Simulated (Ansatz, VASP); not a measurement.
## Cross-check of H23C11 (amorphous polyisobutylene at 580 K) between VASP and Ansatz

Aim: how closely do two programs agree when they are given the same cell, functional and k mesh? Of the first pair: The structure shown is the start of the Ansatz relaxation below; VASP solves that cell, so the two are compared at the walk's first step.

Program: Ansatz 0.2.0. Level of theory: plane waves, with VASP 6.6.1 beside it; single point at LDA. Results are calculated unless marked as measured.

## 1. The starting structure

The cell holds 136 atoms: 44 C and 92 H. Cell: a = 10.021 Å, b = 10.586 Å, c = 10.225 Å, α = 94.5°, β = 85.7°, γ = 90.9°. As first built, before any earlier steps moved the atoms (in the runner's words): 2 polyisobutylene chains of 5 units placed at random, at 0.728 g/cm^3; overlaps pushed apart, then 20 ps at 800 K with MMFF94 bonds, angles, torsions, charges and radii (Halgren, J. Comput. Chem. 17, 490 (1996)) in harmonic and 12-6 forms; charges of ions scaled by 0.8. Snapshot after 30 ps at 580 K and fixed volume.

## 2. Ansatz: relaxation, LDA

Ansatz runs on its default PAW (the set named soft_2) files.

The two programs are compared at the cell with which this relaxation starts, whose forces are those of its first step.

Input file input.yaml:

```yaml
crystal:
  lattice:
    - [10.01402, -0.07331, 0.37837]
    - [-0.07404, 10.57765, -0.40821]
    - [0.38215, -0.40821, 10.20996]
  atoms:
    - { symbol: C, position: [0.78473, 0.54948, 0.50297] }
    - { symbol: C, position: [0.86449, 0.49689, 0.60563] }
    - { symbol: C, position: [0.80077, 0.38607, 0.67636] }
    - { symbol: C, position: [0.9007, 0.35323, 0.77309] }
    - { symbol: C, position: [0.78589, 0.27508, 0.57536] }
    - { symbol: C, position: [0.66245, 0.42938, 0.73983] }
    - { symbol: C, position: [0.58116, 0.36121, 0.84859] }
    - { symbol: C, position: [0.57728, 0.21862, 0.81961] }
    - { symbol: C, position: [0.64413, 0.39222, 0.97853] }
    - { symbol: C, position: [0.43966, 0.42018, 0.85392] }
    - { symbol: C, position: [0.30867, 0.3685, 0.92246] }
    - { symbol: C, position: [0.20596, 0.47174, 0.91226] }
    - { symbol: C, position: [0.26089, 0.24986, 0.8438] }
    - { symbol: C, position: [0.33054, 0.34648, 0.06574] }
    - { symbol: C, position: [0.21469, 0.32625, 0.17133] }
    - { symbol: C, position: [0.14431, 0.44953, 0.21917] }
    - { symbol: C, position: [0.10859, 0.233, 0.12147] }
    - { symbol: C, position: [0.27268, 0.26472, 0.28645] }
    - { symbol: C, position: [0.35768, 0.33535, 0.38898] }
    - { symbol: C, position: [0.41826, 0.23389, 0.46302] }
    - { symbol: C, position: [0.27144, 0.41828, 0.48946] }
    - { symbol: C, position: [0.47275, 0.41455, 0.33181] }
    - { symbol: H, position: [0.76393, 0.47688, 0.42351] }
    - { symbol: H, position: [0.84095, 0.62722, 0.4571] }
    - { symbol: H, position: [0.68682, 0.58835, 0.54482] }
    - { symbol: H, position: [0.88563, 0.57293, 0.68248] }
    - { symbol: H, position: [0.96487, 0.46593, 0.56035] }
    - { symbol: H, position: [0.00042, 0.33345, 0.72039] }
    - { symbol: H, position: [0.87055, 0.26882, 0.82508] }
    - { symbol: H, position: [0.91476, 0.43311, 0.8471] }
[... 100 atom lines left out ...]
    - { symbol: H, position: [0.42044, 0.67262, 0.43746] }
    - { symbol: H, position: [0.42758, 0.83534, 0.40133] }
    - { symbol: H, position: [0.56538, 0.76755, 0.47156] }
    - { symbol: H, position: [0.4068, 0.73854, 0.80512] }
    - { symbol: H, position: [0.56051, 0.72609, 0.70218] }
    - { symbol: H, position: [0.42413, 0.61788, 0.67381] }
kpoints:
  mp_grid: { grid: [1, 1, 1] }
hamiltonian:
  xc: lda
scf:
  occupations: { method: fixed }
output:
  forces: true
  eigenvalues: true
  stress: true
relax:
  f_tol: 0.05
  max_steps: 70
```

Command:

```sh
$ ansatz run input.yaml --threads 4 --pin off --max-ram 8192MiB --backend cpu --events-out ev --progress --plain --runs-dir out
```

Numbers of over 12 decimals in the logs are rounded to 6 here.

The program printed:

```text
Warning: output.stress: scf.convergence.dr2_threshold = 1e-7 eV (the SCF's general default) is looser than the 1.08e-8 eV advised for a printed stress (1e-10 eV for each atom of the cell: 136, of which 108 are counted). What an SCF threshold leaves in a stress goes as its square root, and in the free energy as the threshold itself, and one threshold admits the most on a small cell: [figures from the program's tests c [...]
Engine: ansatz 0.2.0, x86_64-unknown-linux-gnu
Pseudopotentials: kind: paw
Pseudopotential: C, paw, valence charge 4, recommended cutoff 420 eV (normal), C.paw.azcp
Pseudopotential: H, paw, valence charge 1, recommended cutoff 420 eV (normal), H.paw.azcp
Functional definition: SPW92
  exchange = slater_x
  correlation = pw_c
Crystal: 136 atoms, lattice volume = 1078.257 Å³
Basis set: ecut = 420 eV, 21075 PW (Γ)
Bands: 270, of which v1, the nominal top of the filled ones, is band 134 counted from 1 (133 counted from 0)
Symmetry: 1 space group operations
Space group: P1 (ITA 1), of the structure as read, at distance tolerance 1.0e-4 Å
k-points: 1
Non-local potential: C, projectors of the file, l = 0: 2, l = 1: 2, l = 2: 1
Non-local potential: H, projectors of the file, l = 0: 2, l = 1: 1
PAW form: soft (Blöchl's): semilocal exchange-correlation on the pseudo side does not see the compensation charge
PAW frozen core: C, regenerated for the run's functional, and the local potential with it (the file was generated under x = pbe(κ = 0.804, μ = 0.219515), c = pbe(β = 0.066725))
PAW one-centre angular grid: C, 110 points (default); XC on 64 Gauss nodes
PAW one-centre angular grid: H, 110 points (default); XC on 64 Gauss nodes
Initial density: superposition of atomic densities (neutral atoms: chi_scale 0, normalization atom), corrected by the library's trained network
Initial wavefunctions: pseudopotential atomic-orbital guess
Functional: x = slater, c = lda
SCF iter   1: F=—  HF=-12145.759696 eV  |F-HF|=—  |Δ(HF+E_count)|=         —  Δρ=9.29e-3  dr2=6.24e-1  ethr=1.77e-3  ⟨swp⟩=4.0  Hψ=908  notcnv=0  defer=133
preconditioner: auto → Resta (q_TF=auto, 2.163 Å⁻¹)  ε∞=2.4  [insulator: Δε(μ)=4.988 eV  Ē_g=15.520 eV  n_scr=184 (ndim 8)  ℏωp=18.5 eV  f_vac=0.159  ε∞_Penn≈2.4]
SCF iter   2: F=—  HF=-12145.598826 eV  |F-HF|=—  |Δ(HF+E_count)|=   1.61e-1  Δρ=4.23e-3  dr2=1.22e-1  ethr=2.33e-4  ⟨swp⟩=3.0  Hψ=415  notcnv=0  defer=134
SCF iter   3: F=—  HF=-12145.565975 eV  |F-HF|=—  |Δ(HF+E_count)|=   3.29e-2  Δρ=8.54e-4  dr2=7.43e-3  ethr=4.55e-5  ⟨swp⟩=3.0  Hψ=274  notcnv=0  defer=134
SCF iter   4: F=—  HF=-12145.566197 eV  |F-HF|=—  |Δ(HF+E_count)|=   2.21e-4  Δρ=1.90e-4  dr2=4.55e-4  ethr=2.77e-6  ⟨swp⟩=2.0  Hψ=371  notcnv=0  defer=134
SCF iter   5: F=—  HF=-12145.566580 eV  |F-HF|=—  |Δ(HF+E_count)|=   3.83e-4  Δρ=6.06e-5  dr2=6.31e-5  ethr=1.70e-7  ⟨swp⟩=2.0  Hψ=244  notcnv=0  defer=134
SCF iter   6: F=-12145.566650 eV  HF=-12145.566643 eV  |F-HF|=6.74e-6  |Δ(HF+E_count)|=   6.35e-5  Δρ=1.81e-5  dr2=7.49e-6  ethr=2.33e-8  ⟨swp⟩=15.0  Hψ=1873  notcnv=0
SCF 1 converged in 6 iterations: F = -12145.566650 eV  dr2 = 7.49e-6
  greatest PAW one-centre occupation: 0.653 electrons in one spin orbital (limit 2), on the C atom at site 19 (counted from 0), in its partial waves of l = 0
relax step   1: F+E_penalty+E_count = -12145.56665021 eV  Δ(F+E_penalty+E_count) = +0.000e0 eV  max|allowed force component| = 3.398e-1 eV/Å  Δτ_max = 0.0000 Å  (6 SCF iters, dr2 threshold 6.25e-5 eV, accepted)
Initial density: handed on by an earlier stage of this run
Initial wavefunctions: those handed on with the density
iter 1 solved again at ethr=7.77e-5 eV; its pass at ethr=3.10e-3 eV (dr2=2.08e-1 eV) is discarded
SCF iter   1: F=—  HF=-12145.692658 eV  |F-HF|=—  |Δ(HF+E_count)|=         —  Δρ=6.09e-3  dr2=2.15e-1  ethr=7.77e-5  ⟨swp⟩=2.0  Hψ=753  notcnv=0  defer=132
preconditioner: auto → Resta (q_TF=auto, 2.163 Å⁻¹)  ε∞=2.4  [insulator: Δε(μ)=5.087 eV  Ē_g=15.581 eV  n_scr=184 (ndim 8)  ℏωp=18.5 eV  f_vac=0.159  ε∞_Penn≈2.4]
[...]
- { symbol: H, position: [0.910342, 0.433312, 0.848549] }
    - { symbol: H, position: [0.882250, 0.251069, 0.524685] }
    - { symbol: H, position: [0.744115, 0.189746, 0.620074] }
    - { symbol: H, position: [0.715849, 0.297865, 0.501387] }
    - { symbol: H, position: [0.595816, 0.433363, 0.657446] }
    - { symbol: H, position: [0.670734, 0.529414, 0.780088] }
    - { symbol: H, position: [0.531384, 0.189000, 0.726885] }
    - { symbol: H, position: [0.519093, 0.172626, 0.899323] }
    - { symbol: H, position: [0.678687, 0.178971, 0.812842] }
    - { symbol: H, position: [0.585563, 0.347386, 0.059727] }
    - { symbol: H, position: [0.745332, 0.359681, 0.975245] }
    - { symbol: H, position: [0.642098, 0.495710, 0.00403534] }
    - { symbol: H, position: [0.414982, 0.424264, 0.750036] }
    - { symbol: H, position: [0.450546, 0.519023, 0.892412] }
    - { symbol: H, position: [0.105199, 0.439051, 0.944213] }
    - { symbol: H, position: [0.204880, 0.491794, 0.807674] }
    - { symbol: H, position: [0.231715, 0.557591, 0.969636] }
    - { symbol: H, position: [0.157138, 0.225625, 0.869415] }
    - { symbol: H, position: [0.321708, 0.163739, 0.858536] }
    - { symbol: H, position: [0.273278, 0.261941, 0.737395] }
    - { symbol: H, position: [0.397477, 0.262466, 0.062939] }
    - { symbol: H, position: [0.390923, 0.426837, 0.103290] }
    - { symbol: H, position: [0.075525, 0.435060, 0.304297] }
    - { symbol: H, position: [0.217641, 0.524142, 0.247215] }
[...]
- { symbol: C, position: [0.736698, 0.998075, 0.398881] }
    - { symbol: C, position: [0.814013, 0.947726, 0.274107] }
    - { symbol: C, position: [0.753088, 0.977936, 0.148042] }
    - { symbol: C, position: [0.726733, 0.119388, 0.151558] }
    - { symbol: C, position: [0.619345, 0.910000, 0.136495] }
    - { symbol: C, position: [0.848815, 0.949916, 0.025457] }
    - { symbol: C, position: [0.913222, 0.821658, 0.982762] }
    - { symbol: C, position: [0.020328, 0.790775, 0.072915] }
    - { symbol: C, position: [0.814772, 0.710798, 0.980854] }
    - { symbol: C, position: [0.990701, 0.829634, 0.847235] }
    - { symbol: C, position: [0.930134, 0.879557, 0.727513] }
    - { symbol: C, position: [0.938166, 0.023154, 0.731088] }
    - { symbol: C, position: [0.784353, 0.839490, 0.720386] }
    - { symbol: C, position: [0.997685, 0.819446, 0.597201] }
    - { symbol: C, position: [0.141464, 0.841149, 0.539686] }
    - { symbol: C, position: [0.146517, 0.763107, 0.407758] }
    - { symbol: C, position: [0.167942, 0.978063, 0.510720] }
    - { symbol: C, position: [0.239703, 0.790470, 0.629881] }
    - { symbol: C, position: [0.392056, 0.806324, 0.611205] }
    - { symbol: C, position: [0.436591, 0.940453, 0.652263] }
    - { symbol: C, position: [0.452011, 0.768543, 0.473308] }
    - { symbol: C, position: [0.448303, 0.718480, 0.703480] }
[...]
- { symbol: H, position: [0.405966, 0.010041, 0.586119] }
    - { symbol: H, position: [0.546670, 0.945937, 0.652458] }
    - { symbol: H, position: [0.418678, 0.672822, 0.438213] }
    - { symbol: H, position: [0.426384, 0.835386, 0.401778] }
    - { symbol: H, position: [0.562318, 0.767362, 0.472512] }
    - { symbol: H, position: [0.405722, 0.739344, 0.805528] }
    - { symbol: H, position: [0.558123, 0.728047, 0.702778] }
    - { symbol: H, position: [0.424118, 0.618571, 0.674533] }
```

## 3. VASP: single point, LDA, start cell, pair 1

The same cell, functional (in two slightly different forms) and mesh now go to VASP, with its own data sets.

Lines of VASP's logs that name or quote its potential files are left out, and so is its time.

Input file INCAR:

```
SYSTEM = H23C11
PREC = Accurate
ENCUT = 520
EDIFF = 1E-06
NELM = 120
ISMEAR = 0
SIGMA = 0.01
LREAL = Auto
ALGO = Normal
GGA = PW92
NBANDS = 229
LORBIT = 11
LWAVE = .FALSE.
LCHARG = .FALSE.
ISIF = 2
LASPH = .TRUE.
GGA_COMPAT = .FALSE.
EFERMI = MIDGAP
```

Input file POSCAR:

```
H23C11
1.0
   10.0140200000     -0.0733100000      0.3783700000
   -0.0740400000     10.5776500000     -0.4082100000
    0.3821500000     -0.4082100000     10.2099600000
C H
44 92
Direct
    0.7847272507      0.5494835898      0.5029684197
    0.8644928657      0.4968872404      0.6056278550
    0.8007686721      0.3860688658      0.6763601747
    0.9006989711      0.3532270709      0.7730875883
    0.7858873677      0.2750783346      0.5753630302
    0.6624478251      0.4293836342      0.7398293735
    0.5811607724      0.3612056724      0.8485884339
    0.5772778044      0.2186208246      0.8196132604
    0.6441262673      0.3922202141      0.9785337218
    0.4396621330      0.4201792846      0.8539177846
    0.3086739925      0.3685019288      0.9224554449
    0.2059619801      0.4717392575      0.9122600723
    0.2608883343      0.2498640188      0.8438020004
    0.3305398010      0.3464820950      0.0657368992
    0.2146872917      0.3262517068      0.1713276035
    0.1443104652      0.4495276423      0.2191682365
    0.1085908055      0.2329956893      0.1214719418
    0.2726808413      0.2647207803      0.2864543465
    0.3576766349      0.3353491883      0.3889788779
    0.4182609795      0.2338867498      0.4630201787
    0.2714417582      0.4182782356      0.4894573476
    0.4727465022      0.4145537628      0.3318085377
    0.7358790044      0.9985082468      0.3991167950
    0.8132349210      0.9472381181      0.2744543931
    0.7513950363      0.9773565237      0.1485766219
    0.7243943189      0.1186894211      0.1520046239
    0.6163957428      0.9091124644      0.1371487393
    0.8477812915      0.9494761494      0.0259071193
    0.9130051574      0.8213942662      0.9832896105
    0.0215683816      0.7909378456      0.0732038039
[... 100 atom lines left out ...]
    0.4204429191      0.6726162882      0.4374635853
    0.4275784091      0.8353438312      0.4013348596
    0.5653796315      0.7675469547      0.4715589142
    0.4068000775      0.7385365475      0.8051213774
    0.5605063748      0.7260901211      0.7021788970
    0.4241306194      0.6178827978      0.6738075011
```

Input file KPOINTS:

```
Automatic mesh
0
Gamma
1 1 1
0 0 0
```

PAW data sets: C and H (LDA family, release 64).

Command:

```sh
$ export OMP_NUM_THREADS=3
$ mpirun -np 1 vasp_gam
```

The program printed:

```text
[banner, memory and clock lines left out]
running    1 mpi-ranks, on    1 nodes
[...]
Offloading initialized ...    1 GPUs detected
[...]
|                                                                             |
|               ----> ADVICE to this user running VASP <----                  |
|                                                                             |
|     You enforced a specific xc type in the INCAR file but a different       |
|     [... a line on the potential file left out ...]
|     I HOPE YOU KNOW WHAT YOU ARE DOING!                                     |
|                                                                             |

 LDA part: xc-table for (Slater(with rela. corr.)+PW92), standard interpolation
 POSCAR, INCAR and KPOINTS ok, starting setup
[...]
entering main loop
       N       E                     dE             d eps       ncg     rms          rms(c)
DAV:   1     0.141927666027E+04    0.14193E+04   -0.13424E+05   466   0.108E+03
DAV:   2    -0.679935505837E+03   -0.20992E+04   -0.19675E+04   575   0.247E+02
DAV:   3    -0.862664532564E+03   -0.18273E+03   -0.18111E+03   588   0.725E+01
DAV:   4    -0.867320286677E+03   -0.46558E+01   -0.46420E+01   604   0.133E+01
[...]
DAV:  17    -0.783799061524E+03   -0.15298E-05   -0.26532E-05   612   0.158E-02    0.636E-03
DAV:  18    -0.783799063286E+03   -0.17625E-05   -0.15719E-05   572   0.877E-03    0.392E-03
DAV:  19    -0.783799063027E+03    0.25965E-06   -0.15801E-06   460   0.326E-03
   1 F= -.78379906E+03 E0= -.78379906E+03  d E =0.000000E+00
```

Parts of OUTCAR (step 3):

```text
  FREE ENERGIE OF THE ION-ELECTRON SYSTEM (eV)
  ---------------------------------------------------
  free  energy   TOTEN  =      -783.7990630268 eV

  energy  without entropy=     -783.7990630268  energy(sigma->0) =     -783.79906303
```

The run ends at a pressure of -1.10 GPa, with forces up to 0.31 eV/Å.

## 4. Side by side

Known differences besides the potentials themselves: the two LDA forms differ slightly; fixed occupations in Ansatz, narrow Gaussian smearing in VASP; the cutoff is 420 eV in Ansatz and 520 eV in VASP (PREC = Accurate, projectors in real space); VASP's log shows a relativistic correction to its local exchange, Ansatz's none. Total energies have different zeros and are not compared.

Forces on 10 of the 136 atoms, those with the largest forces and the largest differences (eV/Å; atoms numbered as in POSCAR):

```csv
atom,"Ansatz x, y, z","VASP x, y, z"
H57,"-0.010, -0.007, -0.006","-0.006, 0.026, 0.005"
H62,"-0.298, 0.071, -0.018","-0.269, 0.062, -0.017"
H65,"-0.022, -0.010, 0.007","-0.018, 0.022, 0.017"
H66,"0.286, 0.042, -0.060","0.258, 0.034, -0.052"
H69,"0.306, 0.051, -0.041","0.278, 0.044, -0.036"
H92,"0.279, 0.071, -0.026","0.251, 0.062, -0.023"
H118,"0.144, -0.019, 0.055","0.123, -0.011, 0.029"
H130,"-0.334, -0.028, -0.012","-0.304, -0.025, -0.011"
H133,"-0.340, 0.004, 0.003","-0.309, 0.004, 0.002"
H135,"-0.332, -0.008, -0.018","-0.300, -0.006, -0.016"
```

The forces differ by 15 meV/Å r.m.s., which is 19.4 % of the r.m.s. force of 0.077 eV/Å (both taken over all components).

(Part 1 of 2 ends here.)

[Lines on the potential files, build, host, timing and source positions are cut from VASP's logs without a mark.]

[Logs are printed without paths, hosts, clocks, repeated set-up lines and the standing remarks that a program may print on its own settings, such as how far it seeks lower states.]

[Hosts, paths, dates, database ids (printed as entryN), source tags and the programs' standing remarks are cut or masked in the printed files.]

[The MMFF94 radii named for the starting cell were scaled by 0.96; in molecules described by MMFF94, hydrogen bound to N, O or S took a small fixed 12-6 site in their place.]
